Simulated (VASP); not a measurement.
# Te: single point with PBE+D3(BJ)

Te, a slab with vacuum:

```
CELL_PARAMETERS angstrom
4.31103 0.00000 0.00000
0.00000 5.97373 0.00000
0.00000 0.00000 28.33076
ATOMIC_POSITIONS crystal
Te 0.63070 0.99487 0.26676
Te 0.21213 0.32982 0.30081
Te 0.64527 0.66209 0.33877
Te 0.14782 0.00363 0.39705
Te 0.71501 0.33561 0.43384
Te 0.14907 0.67033 0.47042
Te 0.64907 0.99634 0.52958
Te 0.21501 0.33105 0.56616
Te 0.64782 0.66303 0.60295
Te 0.14527 0.00458 0.66123
Te 0.71213 0.33685 0.69919
Te 0.13070 0.67180 0.73324
```

```
Program                : VASP 6.6.1
Task                   : single point
Functional             : PBE
Dispersion             : D3(BJ)
Potentials or basis    : VASP PAW PBE potentials, release 64 (Te)
Cutoff                 : 520 eV
k mesh                 : 6 × 5 × 1
Occupations            : gaussian, width 0.03 eV
Spin                   : no spin polarisation
Dipole correction      : yes
Further INCAR settings : ALGO = Normal; EDIFF = 1e-07
```

```yaml
Largest_force: 0.018 eV/Å
Band_gap_on_the_k_mesh: 0.68 eV, indirect (least direct gap 0.76 eV)
Dispersion_energy_per_atom: -0.383 eV
Ionisation_potential_of_the_upper_face: 4.74 eV
```

Forces in eV/Å, atoms in the order of the input:
```
Te  -0.004 -0.005  0.000
Te  -0.003 -0.006 -0.006
Te  -0.002  0.002 -0.006
Te  -0.009 -0.002  0.006
Te   0.016  0.000 -0.008
Te   0.001 -0.010  0.005
Te   0.001  0.010 -0.005
Te   0.016  0.000  0.008
Te  -0.009  0.002 -0.006
Te  -0.002 -0.002  0.006
Te  -0.003  0.006  0.006
Te  -0.004  0.005  0.000
```

Levels at points of the mesh, in eV from the valence-band top:
| k point | band 32 | band 33 | band 34 | band 35 | band 36 | band 37 | band 38 | band 39 | band 40 | band 41 |
| --- | --- | --- | --- | --- | --- | --- | --- | --- | --- | --- |
| (0.00, 0.00, 0.00) | -0.54 | -0.48 | -0.47 | -0.36 | -0.35 | 0.81 | 0.85 | 0.94 | 0.99 | 1.03 |
| (0.50, 0.00, 0.00) | -1.71 | -1.12 | -1.12 | -0.81 | -0.81 | 1.11 | 1.11 | 1.40 | 1.40 | 2.00 |

Core levels (eV, on the scale of the bands):
| atom | levels |
| --- | --- |
| 1 Te | 1s -31615.1, 2s -4842.7, 2p -4346.1, 3s -958.8, 3p -797.5, 3d -553.8, 4s -158.3, 4p -108.3, 4d -35.6 |
| 2 Te | 1s -31615.4, 2s -4843.0, 2p -4346.4, 3s -959.1, 3p -797.8, 3d -554.0, 4s -158.6, 4p -108.6, 4d -35.9 |
| 3 Te | 1s -31615.5, 2s -4843.1, 2p -4346.5, 3s -959.2, 3p -797.9, 3d -554.1, 4s -158.7, 4p -108.7, 4d -36.0 |
| 4 Te | 1s -31615.4, 2s -4843.0, 2p -4346.4, 3s -959.1, 3p -797.8, 3d -554.1, 4s -158.6, 4p -108.6, 4d -36.0 |
| 5 Te | 1s -31615.5, 2s -4843.0, 2p -4346.4, 3s -959.2, 3p -797.8, 3d -554.1, 4s -158.6, 4p -108.7, 4d -36.0 |
| 6 Te | 1s -31615.4, 2s -4843.0, 2p -4346.4, 3s -959.1, 3p -797.8, 3d -554.1, 4s -158.6, 4p -108.6, 4d -35.9 |

Wall time 4.2 min on 4 MPI ranks on Intel(R) Xeon(R) 6975P-C (Granite Rapids), on a shared host, peak memory 0.35 GiB a rank.

Caveat: spin-orbit coupling is left out, which moves the levels of the heavy elements.
